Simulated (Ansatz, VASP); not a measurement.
YRh: VASP beside Ansatz

```xyz
2
Lattice="3.4070 0.0000 0.0000 0.0000 3.4070 0.0000 0.0000 0.0000 3.4070" Properties=species:S:1:pos:R:3 pbc="T T T"
Y     1.7035    1.7035    1.7035
Rh    0.0000    0.0000    0.0000
```

Alike in both runs: task single point; functional LDA; k mesh 6 × 6 × 6; occupations gaussian, width 0.1 eV; no spin polarisation.

```csv
,VASP,Ansatz
version,VASP 6.6.1,Ansatz 0.2.0
potentials or method,"VASP PAW LDA potentials, release 64 (Y_sv, Rh_pv)","scalar-relativistic, plane waves, PAW"
plane-wave cutoff (eV),520,420
valence electrons in the cell,26,28
```

|  | VASP | Ansatz | Ansatz less VASP |
| --- | --- | --- | --- |
| gap on the k mesh at the Fermi level (eV) | none | none | - |
| pressure (GPa) | -5.9 | -6.0 | -0.12 |

A gap of «none» marks a metal or a gap that the smearing closes. The two sets of potentials don't hold the same shells in valence.
